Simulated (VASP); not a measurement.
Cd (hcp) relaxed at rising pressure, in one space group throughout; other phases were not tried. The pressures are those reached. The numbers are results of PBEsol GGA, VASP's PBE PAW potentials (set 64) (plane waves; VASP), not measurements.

```json
[
 {"P (GPa)": "0.03", "V (Å³/atom)": "20.893", "k-mesh": "14×14×7"},
 {"P (GPa)": "5.10", "V (Å³/atom)": "19.468", "k-mesh": "14×14×7"},
 {"P (GPa)": "10.08", "V (Å³/atom)": "18.529", "k-mesh": "14×14×7"},
 {"P (GPa)": "20.18", "V (Å³/atom)": "17.151", "k-mesh": "15×15×8"},
 {"P (GPa)": "30.01", "V (Å³/atom)": "16.257", "k-mesh": "15×15×8"}
]
```

A change of mesh leaves a small step in the series.

Task: Fit an equation of state and predict the volume at 44.97 GPa.

Result: Least squares on the third-order Birch-Murnaghan form, P = (3B0/2)(y⁷ − y⁵)[1 + (3/4)(B′ − 4)(y² − 1)] with y = (V0/V)^(1/3), gives V0 = 20.910 Å³/atom, B0 = 59 GPa and B′ = 5.6, and so 15.249 Å³/atom. The run gave 15.283 Å³/atom, +0.2 % from the fit.

Pressures at which the relaxation failed are left out.

The compound is Cd in the hcp structure.
